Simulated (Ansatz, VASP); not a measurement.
# Cross-check of SnH2 between VASP and Ansatz, part 2 of 2

Aim: how closely do two programs agree when they are given the same cell, functional and k mesh? The cell is generated by rule, not measured, and may not be a known phase. Of the first pair: The two relaxations start from unlike cells of this crystal (the structure described is Ansatz's start), so only their ends are compared.

VASP 6.6.1 and Ansatz 0.2.0.

So far: The structure; VASP: relaxation of cell and atoms, PBEsol, pair 1; Ansatz: relaxation of cell and atoms, PBEsol, pair 1; Side by side.

**5. Ansatz: relaxation of cell and atoms, PBEsol, pair 2**

Level of this step: Ansatz beside VASP: Kohn-Sham DFT, plane waves, PBEsol (Ansatz).

The relaxed volume is the usual yardstick between codes: in a stiff, nearly cubic crystal its relative difference is about their pressure difference at one cell divided by the bulk modulus. Its start cell is another than that of the pair before, and may be another structure of the material.

The cell is taken from a series of runs on this material, whose earlier steps may have relaxed, scaled, displaced or heated it; both programs get it as it stands.

Input file input.yaml:

```yaml
crystal:
  lattice:
    - [3.9312618042, 0.0, 0.0]
    - [0.0, 3.9312618042, 0.0]
    - [0.0, 0.0, 2.9305056422]
  atoms:
    - { symbol: Sn, position: [0.0, 0.0, 0.0] }
    - { symbol: H, position: [0.0, 0.5, 0.0] }
    - { symbol: H, position: [0.5, 0.0, 0.0] }
kpoints:
  mp_grid: { grid: [10, 10, 14] }
hamiltonian:
  xc: pbesol
scf:
  occupations: { method: methfessel_paxton, width: 0.2 }
output:
  forces: true
  stress: true
  eigenvalues: true
relax:
  adjacent_minimum: "off"
  f_tol: 0.001
  max_steps: 60
  cell: { stress_tol: 0.01 }
```

The run is started by

```sh
$ ansatz run input.yaml --threads 4 --pin off --max-ram 7168MiB --backend cpu --events-out ev --progress --plain --runs-dir out
```

Numbers of over 12 decimals in the logs are rounded to 6 here.

The log of the run:

```text
[...]
Crystal: 3 atoms, lattice volume = 45.290 Å³
Basis set: ecut = 420 eV, 897 PW (Γ), exchange–correlation on 54×54×40 points (8 copies of the dense FFT grid, shifted against one another)
Bands: 12, of which v1, the nominal top of the filled ones, is band 8 counted from 1 (7 counted from 0)
Symmetry: 16 space group operations
[...]
k-points: 168 of 1400
[...]
k-point 167: bands = [... 4 lower, -15.6122, 1.0182, 1.0182, 1.6210, 3.5997, 9.8623, 9.8623, 10.9911]
--- Relaxed structure (4 steps of the walk, 3 accepted, 1 SCFs on fresh bases) ---
[...]
cell:  # Å, volume = 45.4117 Å³
    - [3.922836, 0, 0.0]
    - [0, 3.922836, 0.0]
    - [0.0, 0.0, 2.950991]
  atoms:
    - { symbol: Sn, position: [0, 0, 0.0] }
    - { symbol: H, position: [0, 0.500000, 0.0] }
    - { symbol: H, position: [0.500000, 0, 0.0] }
[key lines of the parts left out:]
SCF converged after 7 iterations
Free energy (F): -5980.120175 eV
Fermi energy:    5.541611 eV
P = ⅓ Tr σ = 0.0004 GPa (0.004 kbar)
```

**6. VASP: relaxation of cell and atoms, PBEsol, pair 2**

The same cell, functional, mesh and smearing now go to VASP, with its own data sets.

Input file INCAR:

```
SYSTEM = SnH2
PREC = Accurate
ENCUT = 500
EDIFF = 1E-07
NELM = 120
ISMEAR = 1
SIGMA = 0.2
LREAL = .FALSE.
ALGO = Normal
GGA = PS
NBANDS = 14
LORBIT = 11
LWAVE = .FALSE.
LCHARG = .FALSE.
ISIF = 3
IBRION = 2
NSW = 80
EDIFFG = -0.005
LASPH = .TRUE.
GGA_COMPAT = .FALSE.
NELMIN = 4
KPAR = 2
```

Input file POSCAR:

```
SnH2
1.0
    3.9312620000      0.0000000000      0.0000000000
    0.0000000000      3.9312620000      0.0000000000
    0.0000000000      0.0000000000      2.9305060000
Sn H
1 2
Direct
    0.0000000000      0.0000000000      0.0000000000
    0.0000000000      0.5000000000      0.0000000000
    0.5000000000      0.0000000000      0.0000000000
```

Input file KPOINTS:

```
Automatic mesh
0
Gamma
10 10 14
0 0 0
```

The projector-augmented-wave data sets are Sn_d and H (PBE family, release 64).

The run is started by

```sh
$ mpirun -np 2 vasp_std
```

The log of the run:

```text
[banner, memory and clock lines left out]
running    2 mpi-ranks, on    1 nodes
[...]
[... a notice as in an earlier step ...]

 LDA part: xc-table for (Slater+PW92), standard interpolation
 POSCAR, INCAR and KPOINTS ok, starting setup
[...]
entering main loop
       N       E                     dE             d eps       ncg     rms          rms(c)
DAV:   1     0.900036347054E+02    0.90004E+02   -0.77295E+03  4758   0.139E+03
DAV:   2    -0.250630112011E+01   -0.92510E+02   -0.88121E+02  5076   0.336E+02
DAV:   3    -0.100236239728E+02   -0.75173E+01   -0.74750E+01  5904   0.837E+01
DAV:   4    -0.102145452474E+02   -0.19092E+00   -0.19089E+00  5474   0.149E+01
[...]
DAV:  12    -0.989278795403E+01   -0.12692E-05   -0.52425E-06  6102   0.240E-02    0.272E-03
DAV:  13    -0.989278885745E+01   -0.90342E-06   -0.18441E-06  5088   0.999E-03    0.693E-04
DAV:  14    -0.989278894811E+01   -0.90657E-07   -0.14833E-07  5484   0.265E-03
   1 F= -.98927889E+01 E0= -.98930734E+01  d E =-.989279E+01
[... from here on, the cycles between the ionic steps are left out ...]
   2 F= -.98937911E+01 E0= -.98939256E+01  d E =-.100211E-02
   3 F= -.98938860E+01 E0= -.98939642E+01  d E =-.109704E-02
   4 F= -.98938862E+01 E0= -.98939679E+01  d E =-.109729E-02
   5 F= -.98938964E+01 E0= -.98939767E+01  d E =-.101496E-04
 trial-energy change:   -0.000010  1 .order   -0.000010   -0.000017   -0.000004
 step:   1.4649(harm=  1.4649)  dis= 0.00000  next Energy=    -9.893897 (dE=-0.112E-04)
 reached required accuracy - stopping structural energy minimisation
```

From OUTCAR (step 6):

```text
  Total        0.0033374      0.0033374      0.0066246      0.0000000     -0.0000000      0.0000000
  in kB        0.1180438      0.1180438      0.2343119      0.0000000     -0.0000000      0.0000000
  external PRESSURE =       0.1567999 kB  Pullay stress =       0.0000000 kB

 POSITION                                       TOTAL-FORCE (eV/Angst)
 -----------------------------------------------------------------------------------
      0.00000     -0.00000      2.94779         0.000000      0.000000      0.000000
      0.00000      1.96001      0.00000         0.000000     -0.000000      0.000000
      1.96001      3.92003      0.00000         0.000000     -0.000000      0.000000
 -----------------------------------------------------------------------------------
    total drift:                               -0.000000      0.000000      0.000000

  FREE ENERGIE OF THE ION-ELECTRON SYSTEM (eV)
  ---------------------------------------------------
  free  energy   TOTEN  =        -9.8938963835 eV

  energy  without entropy=       -9.8941373613  energy(sigma->0) =       -9.89397671

[... 1 part as in an earlier step ...]

[... 3 further parts left out ...]
[key lines of the parts left out:]
E-fermi :   3.8144
```

The run keeps the 16 symmetry operations of its start, so it cannot find a distortion of lower symmetry.

**7. Comparison**

Compared:

```csv
quantity,Ansatz,VASP,difference
volume (Å³),45.41,45.30,+0.25 %
"edge a after relaxation, in the typed setting (Å)",3.923,3.920,+0.07 %
"edge c after relaxation, in the typed setting (Å)",2.951,2.948,+0.11 %
```

**8. VASP: relaxation of cell and atoms, PBEsol, pair 3**

The relaxed volume is the usual yardstick between codes: in a stiff, nearly cubic crystal its relative difference is about their pressure difference at one cell divided by the bulk modulus. Its start cell is another than that of the pair before, and may be another structure of the material.

INCAR is that of step 6.

Input file POSCAR:

```
SnH2
1.0
    3.8405974343      0.0892196504      0.0989857669
   -1.8430322299      3.1922256266      0.0000000046
    0.0761966552      0.0439921615      3.0729130973
Sn H
1 2
Direct
    0.0689810132      0.0344904330      0.9889192668
    0.1842353122      0.5921177948      0.2152595903
    0.6067178552      0.3033589056      0.7958214613
```

Input file KPOINTS:

```
Automatic mesh
0
Gamma
15 15 16
0 0 0
```

The run is started by

```sh
$ mpirun -np 2 vasp_std
```

The log of the run:

```text
[... set-up lines as in an earlier step ...]
 entering main loop
       N       E                     dE             d eps       ncg     rms          rms(c)
DAV:   1     0.845905972771E+02    0.84591E+02   -0.73663E+03 27360   0.158E+03
DAV:   2    -0.327278895536E+01   -0.87863E+02   -0.83916E+02 28712   0.336E+02
DAV:   3    -0.980211073758E+01   -0.65293E+01   -0.64942E+01 34094   0.787E+01
DAV:   4    -0.994864845602E+01   -0.14654E+00   -0.14651E+00 31370   0.128E+01
[...]
DAV:  11    -0.961102691794E+01   -0.39792E-05   -0.82561E-06 34260   0.359E-02    0.833E-03
DAV:  12    -0.961102735112E+01   -0.43317E-06   -0.14761E-06 32396   0.111E-02    0.814E-04
DAV:  13    -0.961102733995E+01    0.11166E-07   -0.14401E-07 31476   0.276E-03
   1 F= -.96110273E+01 E0= -.96111620E+01  d E =-.961103E+01
[... from here on, the cycles between the ionic steps are left out ...]
   2 F= -.96110440E+01 E0= -.96111771E+01  d E =-.167085E-04
   3 F= -.96110762E+01 E0= -.96112045E+01  d E =-.488826E-04
   7 F= -.96111209E+01 E0= -.96112447E+01  d E =-.383341E-04
   8 F= -.96111210E+01 E0= -.96112447E+01  d E =-.384090E-04
   9 F= -.96111283E+01 E0= -.96112519E+01  d E =-.729924E-05
  10 F= -.96111476E+01 E0= -.96112711E+01  d E =-.266701E-04
  11 F= -.96111750E+01 E0= -.96112973E+01  d E =-.540220E-04
  12 F= -.96111847E+01 E0= -.96113015E+01  d E =-.637062E-04
  13 F= -.96111869E+01 E0= -.96113071E+01  d E =-.659147E-04
  14 F= -.96112059E+01 E0= -.96113253E+01  d E =-.190063E-04
  15 F= -.96112114E+01 E0= -.96113303E+01  d E =-.245578E-04
  16 F= -.96112069E+01 E0= -.96113244E+01  d E =-.200559E-04
  17 F= -.96112124E+01 E0= -.96113309E+01  d E =-.255166E-04
  18 F= -.96112220E+01 E0= -.96113389E+01  d E =-.959754E-05
 trial-energy change:   -0.000010  1 .order   -0.000010   -0.000012   -0.000007
 step:   1.9891(harm=  1.9891)  dis= 0.00118  next Energy=    -9.611226 (dE=-0.134E-04)
 reached required accuracy - stopping structural energy minimisation
```

From OUTCAR (step 8):

```text
  Total        0.0093566      0.0087139      0.0060533      0.0005565      0.0011924      0.0020650
  in kB        0.3914635      0.3645763      0.2532603      0.0232850      0.0498881      0.0863954
  external PRESSURE =       0.3364333 kB  Pullay stress =       0.0000000 kB

 POSITION                                       TOTAL-FORCE (eV/Angst)
 -----------------------------------------------------------------------------------
      0.30078      0.17365      3.04264        -0.001047     -0.000604      0.000014
     -0.37269      1.91739      0.67116        -0.001313     -0.000758      0.003760
      1.85371      1.07024      2.51562         0.002359      0.001362     -0.003774
 -----------------------------------------------------------------------------------
    total drift:                               -0.000180      0.000087     -0.000186

  FREE ENERGIE OF THE ION-ELECTRON SYSTEM (eV)
  ---------------------------------------------------
  free  energy   TOTEN  =        -9.6112219849 eV

  energy  without entropy=       -9.6115726299  energy(sigma->0) =       -9.61133887

[... 1 part as in an earlier step ...]

[... 3 further parts left out ...]
[key lines of the parts left out:]
E-fermi :   5.0987
```

**9. Ansatz: relaxation of cell and atoms, PBEsol, pair 3**

Its own start cell and the same functional, mesh and smearing now go to Ansatz, which takes its cutoff from its data sets.

The two relaxations start from unlike cells of this crystal (the structure described is Ansatz's start), so only their ends are compared.

input.yaml, the sections that differ from step 5:

```yaml
crystal:
  lattice:
    - [3.5965558943, 0.0, 0.0]
    - [-1.7982779471, 3.1147087706, 0.0]
    - [0.0, 0.0, 3.1406510309]
  atoms:
    - { symbol: Sn, position: [0.0011995227, 0.0005997613, 0.0] }
    - { symbol: H, position: [0.2627007265, 0.6313503632, 0.219013677] }
    - { symbol: H, position: [0.5960340598, 0.2980170299, 0.780986323] }
kpoints:
  mp_grid: { grid: [15, 15, 16] }
relax:
  adjacent_minimum: "off"
  f_tol: 0.002
  max_steps: 120
  cell: { stress_tol: 0.03 }
# hamiltonian, scf, output: as in step 5
```

The run is started by

```sh
$ ansatz run input.yaml --threads 4 --pin off --max-ram 7168MiB --backend cpu --events-out ev --progress --plain --runs-dir out
```

The log of the run:

```text
[...]
Crystal: 3 atoms, lattice volume = 35.182 Å³
Basis set: ecut = 420 eV, 659 PW (Γ), exchange–correlation on 50×50×48 points (8 copies of the dense FFT grid, shifted against one another)
Bands: 12, of which v1, the nominal top of the filled ones, is band 8 counted from 1 (7 counted from 0)
Symmetry: 2 space group operations
[...]
k-points: 968 of 3600 (time reversal used)
[...]
--- Relaxed structure (18 steps of the walk, 17 accepted, 2 SCFs on fresh bases) ---
[...]
cell:  # Å, volume = 38.6219 Å³
    - [3.878485, 0.102964, 0.128727]
    - [-1.850073, 3.204421, 1.3877787807814457e-17]
    - [0.112410, 0.064900, 3.065566]
  atoms:
    - { symbol: Sn, position: [0.075747, 0.037873, -0.00941614] }
    - { symbol: H, position: [0.176136, 0.588068, 0.211525] }
    - { symbol: H, position: [0.608052, 0.304026, 0.797891] }
[key lines of the parts left out:]
SCF converged after 4 iterations
Free energy (F): -5979.837826 eV
Fermi energy:    7.075734 eV
P = ⅓ Tr σ = -0.0031 GPa (-0.031 kbar)
```

**10. Side by side**

Both answers:

```csv
quantity,Ansatz,VASP,difference
volume (Å³),38.62,38.29,+0.85 %
"edge a after relaxation, in the typed setting (Å)",3.882,3.860,+0.57 %
"edge b after relaxation, in the typed setting (Å)",3.700,3.694,+0.17 %
"edge c after relaxation, in the typed setting (Å)",3.068,3.066,+0.07 %
```

**11. Outcome**

```
difference in edge c after relaxation, in the typed setting (relaxation of cell and atoms, PBEsol, pair 1) : -0.16 %
difference in volume (relaxation of cell and atoms, PBEsol, pair 2)                                        : 0.25 %
difference in volume (relaxation of cell and atoms, PBEsol, pair 3)                                        : 0.85 %
```

**Reading.** The difference in volume is 0.85 % (relaxation of cell and atoms, PBEsol, pair 3), within the 1.2 % picked in this series as the mark of a large difference, as far as the stopping tolerances let one tell. 3 further runs of this series are not shown here. How closely two codes agree says nothing of how well the functional describes the real material.

[Lines on the potential files, build, host, timing and source positions are cut from VASP's logs without a mark.]

[Logs are printed without paths, hosts, clocks, repeated set-up lines and the standing remarks that a program may print on its own settings, such as how far it seeks lower states.]

[Hosts, paths, dates, database ids (printed as entryN), source tags and the programs' standing remarks are cut or masked in the printed files.]
